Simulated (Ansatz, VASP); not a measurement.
# Cross-check of TiC between VASP and Ansatz, part 2 of 2

One calculation is typed for both programs; each brings its own data sets. How far apart do they land? The cell is taken from a series of runs on this material, whose earlier steps may have relaxed, scaled, displaced or heated it; both programs get it as it stands.

VASP 6.6.1 and Ansatz 0.2.0.

So far: Starting point; VASP: zone-centre phonons, LDA.

## 3. Ansatz: zone-centre phonons, LDA

Level of this step: Ansatz beside VASP: Kohn-Sham DFT, plane waves, LDA (Ansatz).

Ansatz runs on its PAW soft_1 files.

The same cell, functional (in two slightly different forms), mesh and smearing now go to Ansatz, which takes its cutoff from its data sets.

input.yaml reads:

```yaml
crystal:
  lattice:
    - [0.0409133973, 2.1534123828, 2.1209986751]
    - [2.1534123828, 0.0409133973, 2.1209986751]
    - [2.1943257801, 2.1943257801, 0.0]
  atoms:
    - { symbol: C, position: [0.5, 0.5, 0.5] }
    - { symbol: Ti, position: [0.0, 0.0, 0.0] }
kpoints:
  mp_grid: { grid: [16, 16, 16] }
hamiltonian:
  xc: lda
  pseudopotentials: { kind: paw, azcp: { folder: soft_1 }, xc_functional: pbe }
scf:
  occupations: { method: methfessel_paxton, width: 0.2 }
output:
  eigenvalues: true
phonons:
  method: dfpt
```

On the command line:

```bash
ansatz run input.yaml --threads 4 --pin off --max-ram 10240MiB --backend cpu --events-out ev --progress --plain --runs-dir out
```

Numbers of over 12 decimals in the logs are rounded to 6 here.

The program printed:

```text
zone centre: on kpoints.mp_grid the ground state, and the responses unless they are solved on pairs of k-points, stand on 1098 of the mesh's 4096 k-points, reduced under 4 symmetry operations, with k and −k counted as one. Each operation leaves every solved displacement unchanged or reverses it
Engine: ansatz 0.2.0, x86_64-unknown-linux-gnu
Pseudopotentials: kind: paw
Pseudopotential: C, paw, valence charge 4, recommended cutoff 420 eV (normal), soft_1/C.paw.azcp
Pseudopotential: Ti, paw, valence charge 12, recommended cutoff 420 eV (normal), soft_1/Ti.paw.azcp
Functional definition: SPW92
  exchange = slater_x
  correlation = pw_c
Crystal: 2 atoms, lattice volume = 19.664 Å³
Basis set: ecut = 420 eV, 371 PW (Γ), exchange–correlation on 48×48×48 points (8 copies of the dense FFT grid, shifted against one another)
Bands: 12, of which v1, the nominal top of the filled ones, is band 8 counted from 1 (7 counted from 0)
Symmetry: 8 space group operations
k-points: 1098 of 4096 (irreducible under 4 space group operations)
Non-local potential: C, projectors of the file, l = 0: 2, l = 1: 2, l = 2: 1
Non-local potential: Ti, projectors of the file, l = 0: 3, l = 1: 2, l = 2: 3, l = 3: 1
PAW form: soft (Blöchl's): semilocal exchange-correlation on the pseudo side does not see the compensation charge
PAW frozen core: C, regenerated for the run's functional, and the local potential with it (the file was generated under x = pbe(κ = 0.804, μ = 0.219515), c = pbe(β = 0.066725))
PAW frozen core: Ti, regenerated for the run's functional, and the local potential with it (the file was generated under x = pbe(κ = 0.804, μ = 0.219515), c = pbe(β = 0.066725))
PAW one-centre angular grid: C, 110 points (default); XC on 64 Gauss nodes
PAW one-centre angular grid: Ti, 590 points (default); XC on 64 Gauss nodes
Initial density: superposition of atomic densities (chi_scale 0.1, normalization cell, long waves kept (reshape's long-wave potential 0.00 eV rms))
Initial wavefunctions: pseudopotential atomic-orbital guess
Functional: x = slater, c = lda
SCF iter   1: F=—  HF=-2696.191263 eV  |F-HF|=—  |Δ(HF+E_count)|=         —  Δρ=1.42e-1  dr2=5.10e0  ethr=3.10e-3  ⟨swp⟩=4.3  Hψ=63552  notcnv=0
preconditioner: auto → none  [metal: Δε(μ)=0.025 eV  Ē_g=20.313 eV  σ=0.200 eV  W_gap=0.10  n_scr=8 (ndim 8)  ℏωp=31.3 eV  f_vac=0.000  D(μ)=0.20/eV (n_scr^D=0)  sad-step TF]
SCF iter   2: F=—  HF=-2695.668484 eV  |F-HF|=—  |Δ(HF+E_count)|=   5.23e-1  S|Δr|=    0.00e0  Δρ=9.87e-2  dr2=2.51e0  ethr=3.10e-3  ⟨swp⟩=2.0  Hψ=26144  notcnv=0
SCF iter   3: F=—  HF=-2695.168122 eV  |F-HF|=—  |Δ(HF+E_count)|=   5.00e-1  S|Δr|=    0.00e0  Δρ=1.14e-2  dr2=1.76e-2  ethr=3.10e-3  ⟨swp⟩=2.8  Hψ=27809  notcnv=0
SCF iter   4: F=—  HF=-2695.162141 eV  |F-HF|=—  |Δ(HF+E_count)|=   5.98e-3  S|Δr|=    0.00e0  Δρ=1.46e-3  dr2=1.55e-4  ethr=1.10e-4  ⟨swp⟩=2.6  Hψ=32268  notcnv=0
SCF iter   5: F=—  HF=-2695.162311 eV  |F-HF|=—  |Δ(HF+E_count)|=   1.70e-4  S|Δr|=    0.00e0  Δρ=3.44e-4  dr2=1.63e-5  ethr=9.70e-7  ⟨swp⟩=2.0  Hψ=17588  notcnv=0
SCF iter   6: F=—  HF=-2695.162309 eV  |F-HF|=—  |Δ(HF+E_count)|=   2.13e-6  S|Δr|=    0.00e0  Δρ=2.96e-5  dr2=1.41e-7  ethr=1.02e-7  ⟨swp⟩=2.0  Hψ=20934  notcnv=0
SCF iter   7: F=—  HF=-2695.162310 eV  |F-HF|=—  |Δ(HF+E_count)|=   8.43e-7  S|Δr|=    0.00e0  Δρ=2.79e-6  dr2=1.10e-9  ethr=8.82e-10  ⟨swp⟩=3.0  Hψ=22048  notcnv=0
SCF iter   8: F=—  HF=-2695.162310 eV  |F-HF|=—  |Δ(HF+E_count)|=  4.07e-10  S|Δr|=    0.00e0  Δρ=6.71e-7  dr2=8.68e-11  ethr=6.86e-12  ⟨swp⟩=2.9  Hψ=22219  notcnv=0
SCF iter   9: F=-2695.162310 eV  HF=-2695.162310 eV  |F-HF|=4.55e-13  |Δ(HF+E_count)|=  3.09e-11  S|Δr|=    0.00e0  Δρ=4.16e-8  dr2=3.87e-13  ethr=1.00e-12  ⟨swp⟩=5.1  Hψ=47593  notcnv=0
the search or the solves at the SCF's close seem to have found levels that the self-consistency loop had missed (the run counts 1). By its estimate they hold under 1e-12 electrons; where the run keeps them, the occupations were computed again with them
SCF 1 converged in 9 iterations: F = -2695.162310 eV  dr2 = 3.87e-13
  greatest PAW one-centre occupation: 0.998 electrons in one spin orbital (limit 2), on the Ti atom at site 1 (counted from 0), in its partial waves of l = 0
DFPT response loops at Γ: preconditioner auto → Kerker (q_TF=auto, 2.636 Å⁻¹) (partly filled bands, converged f_vac=0.000); β = 1.00, the filter's whole step (`scf.mixing.beta` (0.50) is not read by the response loops under this deck's `scf.mixing.preconditioner`; to damp them name `kerker` or `kerker_dos`, under which they read `scf.mixing.beta`, and type it under 1.00, their step now; both keys bind the ground state too); Broyden in place of MSR1
SCF converged after 9 iterations
Stability not checked: this state was not tested for a lower state beside it, because cold or Methfessel-Paxton smearing, or corrected tetrahedra, fill the levels in a way that the test cannot read (fill_not_monotonic; see scf.lower_state_search)
Free energy (F): -2695.162310 eV
Harris-Foulkes:  -2695.162310 eV  (|F-HF|=4.55e-13)
Internal energy: -2695.162335 eV  (E = F + TS)
E sigma→0 (E₀):  -2695.162316 eV
Entropy (-TS):   0.000026 eV (0.013 meV/atom)
Fermi energy:    14.887967 eV
--- Per-component energies (eV) ---
  E_band       = -104.581822
  E_kinetic    = 367.686174
  E_local      = -814.849335  (includes V_loc(G=0)·N_el)
  E_nonlocal   = 88.471211
  E_hartree    = 320.517165
  E_xc         = -163.724190
  E_vxc        = -205.291721  (∫ρ·V_xc dr)
  E_paw        = -1085.219366  (= ΣΔE_a)
  E_vpaw       = -181.632431  (= ΣTr[D̂ρ^β])
  E_aug_tail   = -0.000067  (compensation charges beyond the density's cutoff)
  E_ewald      = -1408.432710
  E_core_change = 0.388783  (= ΣΔE_core)
  E_smearing   = 0.000026  (= −TS)
  E_closure    = 0.000000  (closes the sum)
  Σ components = -2695.162310   (vs F -2695.162310, Δ=0.00e0)
--- Band table (eV; the first three rows and the last of 1098) ---
  k-point 0: bands = [... 4 lower, 2.5049, 15.3024, 15.5787, 15.6775, 16.4397, 16.6236, 16.6464, 16.7363]
  k-point 1: bands = [... 4 lower, 2.5959, 14.9296, 15.2869, 15.4683, 15.9701, 16.0246, 16.7689, 17.6928]
  k-point 2: bands = [... 4 lower, 2.8630, 14.0692, 14.5381, 14.7062, 15.9859, 16.1104, 17.1496, 18.7525]
  k-point 1097: bands = [... 4 lower, 4.8225, 11.5895, 13.0890, 14.5660, 15.0801, 17.7425, 18.5232, 18.5378]
--- Phonons (Γ-DFPT): 4 representative perturbations + reference, on 1098 of 4096 k-points (Σ response iterations 12) ---
  k mesh reduced under 4 symmetry operations, with k and −k counted as one. Each operation leaves every solved displacement unchanged or reverses it
  ASR residual: 1.887e-5 → 0.000e0 eV/Å²; symmetrization residual: 1.038e-6 eV/Å²
  ASR residual per site (eV/Å²): 1.12e-5 1.89e-5
  Γ frequencies (cm⁻¹): 0.00 0.00 0.00 504.42 542.07 564.09
  non-analytic LO–TO correction: not included (Born effective charges unavailable; polar crystals: no LO–TO splitting at Γ)
```

Reading the cycles: dr2 is the Hartree energy of the density residual (eV), the measure of convergence; HF is the Harris–Foulkes estimate of the energy, which meets the free energy F at convergence.

## 4. Comparison

Known differences besides the potentials themselves: the cutoff is 420 eV in Ansatz and 600 eV in VASP; VASP's log shows a relativistic correction to its local exchange, Ansatz's none. Total energies have different zeros and are not compared.

Compared:

| quantity | Ansatz | VASP | difference |
| --- | --- | --- | --- |
| optical mode 1 (cm⁻¹) | 504.4 | 505.7 | -0.26 % |
| optical mode 2 (cm⁻¹) | 542.1 | 543.6 | -0.29 % |
| optical mode 3 (cm⁻¹) | 564.1 | 565.6 | -0.27 % |

Modes are paired by rising frequency, not by their patterns, so a pair may set unlike modes beside each other; they are those without the splitting of longitudinal modes.

## 5. What came out

| Item | Value |
| --- | --- |
| r.m.s. difference of the optical zone-centre modes, each program's sorted by frequency (zone-centre phonons, LDA) | 1.5 cm⁻¹ |

What this shows: The r.m.s. difference of the optical zone-centre modes, each program's sorted by frequency is 1.5 cm⁻¹ (zone-centre phonons, LDA). How closely two codes agree says nothing of how well the functional describes the real material.

[Lines on the potential files, build, host, timing and source positions are cut from VASP's logs without a mark.]

[Logs are printed without paths, hosts, clocks, repeated set-up lines and the standing remarks that a program may print on its own settings, such as how far it seeks lower states.]

[Hosts, paths, dates, database ids (printed as entryN), source tags and the programs' standing remarks are cut or masked in the printed files.]
